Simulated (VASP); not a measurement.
```
CELL_PARAMETERS angstrom
      0.00000     2.80724     2.80724
      2.80724     0.00000     2.80724
      2.80724     2.80724     0.00000
ATOMIC_POSITIONS crystal
  Ba 0.00000 0.00000 0.00000
  O  0.50000 0.50000 0.50000
```

Method: PBE GGA, VASP's PBE PAW potentials (set 64) (plane waves; VASP). Settings: 530 eV cut-off, 7×7×7 Γ-centred mesh, Gaussian smearing of 0.050 eV, potentials Ba_sv O.

Question: Estimate the energy per atom (σ→0).

Answer: 
```json
{
  "energy per atom (σ→0)": "-5.905 eV/atom"
}
```

Total energies compare only between runs with the same potentials, cut-off and functional.

The compound is BaO in the rock salt structure. It was relaxed first. The start is the result of an earlier pass.
